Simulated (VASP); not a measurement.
Input of a VASP 6.6.1 run:

Contents of INCAR:

```
SYSTEM = CuW
PREC = Accurate
ENCUT = 600
EDIFF = 1E-7
ISMEAR = 1
SIGMA = 0.025
LREAL = .FALSE.
LASPH = .TRUE.
NELM = 80
ALGO = Normal
ISIF = 3
LWAVE = .FALSE.
LCHARG = .FALSE.
GGA = PE
IBRION = 2
NSW = 60
EDIFFG = -0.01
```

KPOINTS

```
regular mesh
0
G
  6 6 6
  0 0 0
```

The input POSCAR:

```
CuW
1.0
    2.9671120000      0.0000000000      0.0000000000
    0.0000000000      2.9671120000      0.0000000000
    0.0000000000      0.0000000000      2.9671120000
W Cu
1 1
Direct
    0.0000000000      0.0000000000      0.0000000000
    0.5000000000      0.5000000000      0.5000000000
```

Potentials or basis: VASP PAW PBE potentials, release 64 (W_sv, Cu).

The run is started by

```console
$ cat potpaw_PBE.64/W_sv/POTCAR potpaw_PBE.64/Cu/POTCAR > POTCAR
$ mpirun -np 1 vasp_std > vasp.out
```

Predict the band gap on the k mesh.

none (metal or under the smearing width).

Estimate the space group after relaxing (to 0.05 Å).

Pm-3m (No. 221).

Predict the relaxed volume.

14.02 Å³/atom.

The path:
```csv
step,energy change (eV),largest force (eV/Å),pressure (GPa),volume (Å³)
1,0.0000,0.0000,19.40,26.12
2,0.2887,0.0000,-24.33,32.57
3,-0.1084,0.0000,-0.87,28.14
4,-0.1086,0.0000,-0.03,28.05
```

The run has no spin-orbit coupling, so splittings on W are missing.
